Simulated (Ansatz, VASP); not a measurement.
# TiC: VASP beside Ansatz, part 3 of 3

Aim: how closely do two programs agree when they are given the same cell, functional and k mesh? The cell is generated by rule, not measured, and may not be a known phase. The cell is taken from a series of runs on this material, whose earlier steps may have relaxed, scaled, displaced or heated it; both programs get it as it stands.

VASP 6.6.1 and Ansatz 0.2.0.

So far: Ansatz: relaxation of cell and atoms, PBEsol, pair 1; VASP: relaxation of cell and atoms, PBEsol, pair 1; Differences; Ansatz: relaxation of cell and atoms, PBEsol, pair 2; VASP: relaxation of cell and atoms, PBEsol, pair 2; Comparison.

## Step 8: Ansatz: zone-centre phonons, PBEsol

Level of this step: Ansatz beside VASP: Kohn-Sham DFT, plane waves, PBEsol (Ansatz).

Second derivatives magnify differences that forces hide, and they need a tight electronic threshold.

The cell is taken from a series of runs on this material, whose earlier steps may have relaxed, scaled, displaced or heated it; both programs get it as it stands.

Contents of input.yaml:

```yaml
crystal:
  lattice:
    - [3.5825176278, 0.0, 0.0]
    - [-1.7912588139, 3.1025512751, 0.0]
    - [0.0, 0.0, 4.2497267574]
  atoms:
    - { symbol: Ti, position: [0.3333333333, 0.6666666667, -0.0625] }
    - { symbol: Ti, position: [0.6666666667, 0.3333333333, 0.4375] }
    - { symbol: C, position: [0.3333333333, 0.6666666667, 0.4375] }
    - { symbol: C, position: [0.6666666667, 0.3333333333, 0.9375] }
kpoints:
  mp_grid: { grid: [12, 12, 10] }
hamiltonian:
  xc: pbesol
scf:
  occupations: { method: methfessel_paxton, width: 0.15 }
output:
  eigenvalues: true
phonons:
  method: dfpt
```

Started as:

```console
> ansatz run input.yaml --threads 4 --pin off --max-ram 7168MiB --backend cpu --events-out ev --progress --plain --runs-dir out
```

Numbers of over 12 decimals in the logs are rounded to 6 here.

Output:

```text
zone centre: on kpoints.mp_grid the ground state, and the responses unless they are solved on pairs of k-points, stand on 258 of the mesh's 1440 k-points, reduced under 4 symmetry operations, with k and −k counted as one. Each operation leaves every solved displacement unchanged or reverses it
[...]
Crystal: 4 atoms, lattice volume = 47.235 Å³
[...]
k mesh reduced under 4 symmetry operations, with k and −k counted as one. Each operation leaves every solved displacement unchanged or reverses it
  ASR residual: 1.265e-5 → 0.000e0 eV/Å²; symmetrization residual: 7.969e-7 eV/Å²
  ASR residual per site (eV/Å²): 1.27e-5 1.27e-5 4.15e-6 4.15e-6
  Γ frequencies (cm⁻¹): 0.00 0.00 0.00 276.39 316.08 316.08 391.48 576.81 576.81 591.21 613.05 613.05
  non-analytic LO–TO correction: not included (Born effective charges unavailable; polar crystals: no LO–TO splitting at Γ)
[key lines of the parts left out:]
SCF converged after 10 iterations
Free energy (F): -5443.634776 eV
Fermi energy:    11.756692 eV
```

## Step 9: VASP: zone-centre phonons, PBEsol

The same cell, functional, mesh and smearing now go to VASP, with its own data sets.

Contents of INCAR:

```
SYSTEM = TiC
PREC = Accurate
ENCUT = 600
EDIFF = 1E-08
NELM = 120
ISMEAR = 1
SIGMA = 0.15
LREAL = .FALSE.
ALGO = Normal
GGA = PS
NBANDS = 22
LASPH = .TRUE.
LORBIT = 11
LWAVE = .FALSE.
LCHARG = .FALSE.
ISIF = 2
IBRION = 8
GGA_COMPAT = .FALSE.
KPAR = 2
```

Contents of POSCAR:

```
TiC
1.0
    3.5825176278      0.0000000000      0.0000000000
   -1.7912588139      3.1025512751      0.0000000000
    0.0000000000      0.0000000000      4.2497267574
Ti C
2 2
Direct
    0.3333333332      0.6666666668      0.9375000000
    0.6666666666      0.3333333334      0.4375000000
    0.3333333332      0.6666666668      0.4375000000
    0.6666666666      0.3333333334      0.9375000000
```

Contents of KPOINTS:

```
Automatic mesh
0
Gamma
12 12 10
0 0 0
```

The projector-augmented-wave data sets are Ti_sv and C (PBE family, release 64).

The relaxed cell was symmetrised before this step.

Started as:

```console
> mpirun -np 2 vasp_std
```

Output:

```text
[... set-up lines as in an earlier step ...]
 entering main loop
       N       E                     dE             d eps       ncg     rms          rms(c)
DAV:   1     0.384782508800E+03    0.38478E+03   -0.17800E+04  5016   0.192E+03
DAV:   2     0.475336630982E+01   -0.38003E+03   -0.36558E+03  5046   0.527E+02
DAV:   3    -0.466272590181E+02   -0.51381E+02   -0.49819E+02  8850   0.159E+02
DAV:   4    -0.497601130332E+02   -0.31329E+01   -0.31265E+01  6962   0.390E+01
[...]
DAV:  15    -0.384054297257E+02    0.92787E-06   -0.55068E-06  7180   0.206E-02    0.178E-03
DAV:  16    -0.384054297821E+02   -0.56350E-07   -0.25892E-07  7312   0.448E-03    0.123E-03
DAV:  17    -0.384054297742E+02    0.79071E-08   -0.41220E-08  5546   0.145E-03
   1 F= -.38405430E+02 E0= -.38405086E+02  d E =-.103012E-02
 Linear response reoptimize wavefunctions to high precision
DAV:   1    -0.384054297743E+02   -0.16598E-09   -0.43651E-09  5094   0.550E-04
DAV:   2    -0.384054297744E+02   -0.21828E-10   -0.54278E-10  4260   0.229E-04
 Linear response DOF=           4
 Linear response progress:
[...]
RMM:  15    -0.122327941475E+00   -0.25141E-07   -0.90738E-08 50236   0.276E-04    0.609E-06
RMM:  16    -0.122327963461E+00   -0.21986E-07   -0.61765E-08 49925   0.219E-04    0.466E-06
RMM:  17    -0.122327957912E+00    0.55488E-08   -0.42362E-08 48186   0.187E-04    0.561E-06
 first order change of Fermi-energy  -0.78490E-04
 force on displaced ion       3 direction 1 : -13.754  -0.007   0.000
 Linear response progress:
  Degree of freedom:   4/  4
       N       E                     dE             d eps       ncg     rms          rms(c)
RMM:   1    -0.136178766020E+00   -0.13618E+00   -0.41838E-02 14242   0.232E+00
RMM:   2    -0.126186109780E+00    0.99927E-02   -0.12253E-02 14575   0.586E-01    0.151E-01
RMM:   3    -0.126766437923E+00   -0.58033E-03   -0.39290E-03 14516   0.297E-01    0.719E-02
RMM:   4    -0.127696776500E+00   -0.93034E-03   -0.16783E-03 14982   0.182E-01    0.203E-02
[...]
RMM:  17    -0.127914323021E+00   -0.20808E-07   -0.19041E-08 17729   0.171E-04    0.256E-06
RMM:  18    -0.127914336482E+00   -0.13460E-07    0.30356E-09 17687   0.151E-04    0.213E-06
RMM:  19    -0.127914334099E+00    0.23822E-08   -0.33179E-09 17729   0.140E-04    0.108E-06
 first order change of Fermi-energy  -0.75373E-03
 force on displaced ion       3 direction 3 :  -0.000  -0.000  -9.438
 Linear response finished
```

OUTCAR, selected parts (step 9):

```text
  Total        0.0240120      0.0240120      0.0504339     -0.0000000     -0.0000000      0.0000000
  in kB        0.8144613      0.8144613      1.7106655     -0.0000000     -0.0000000      0.0000000
  external PRESSURE =       1.1131961 kB  Pullay stress =       0.0000000 kB

 POSITION                                       TOTAL-FORCE (eV/Angst)
 -----------------------------------------------------------------------------------
     -0.00000      2.06837      3.98412        -0.000000      0.000000      0.000000
      1.79126      1.03418      1.85926         0.000000     -0.000000     -0.000000
     -0.00000      2.06837      1.85926        -0.000000      0.000000     -0.000000
      1.79126      1.03418      3.98412         0.000000     -0.000000     -0.000000
 -----------------------------------------------------------------------------------
    total drift:                                0.000001     -0.000001      0.000000

[... 1 part as in an earlier step ...]

[... 1 further part left out ...]
```

## Step 10: Side by side

Compared:

| quantity | Ansatz | VASP | difference |
| --- | --- | --- | --- |
| optical mode 1 (cm⁻¹) | 276.4 | 313.0 | -11.69 % |
| optical mode 2 to 3 (cm⁻¹) | 316.1 | 315.9 | +0.05 % |
| optical mode 4 (cm⁻¹) | 391.5 | 390.6 | +0.23 % |
| optical mode 5 to 6 (cm⁻¹) | 576.8 | 577.6 | -0.14 % |
| optical mode 7 (cm⁻¹) | 591.2 | 592.0 | -0.13 % |
| optical mode 8 to 9 (cm⁻¹) | 613.0 | 613.6 | -0.08 % |

Modes are paired by rising frequency, not by their patterns, so a pair may set unlike modes beside each other; they are those without the splitting of longitudinal modes.

## Step 11: Summary of results

```yaml
difference_in_volume_relaxation_of_cell_and_atoms_pbesol_pair_1: -0.051 %
difference_in_volume_relaxation_of_cell_and_atoms_pbesol_pair_2: -0.11 %
r_m_s_difference_of_the_optical_zone_centre_modes_each_program_s_sorted_by_frequency_zone_centre_phonons_pbesol: 12 cm⁻¹
difference_in_optical_mode_1_zone_centre_phonons_pbesol: -11.7 %
```

**Reading.** The difference in volume is -0.11 % (relaxation of cell and atoms, PBEsol, pair 2), within the 1.2 % picked in this series as the mark of a large difference, as far as the stopping tolerances let one tell. Among the rows given in per cent, the largest difference of the zone-centre phonons, PBEsol pair is in optical mode 1, -11.7 %. What causes the difference of the zone-centre phonons, PBEsol pair stays open here. 1 further run of this series is not shown here. How closely two codes agree says nothing of how well the functional describes the real material.

[Lines on the potential files, build, host, timing and source positions are cut from VASP's logs without a mark.]

[Logs are printed without paths, hosts, clocks, repeated set-up lines and the standing remarks that a program may print on its own settings, such as how far it seeks lower states.]

[Hosts, paths, dates, database ids (printed as entryN), source tags and the programs' standing remarks are cut or masked in the printed files.]
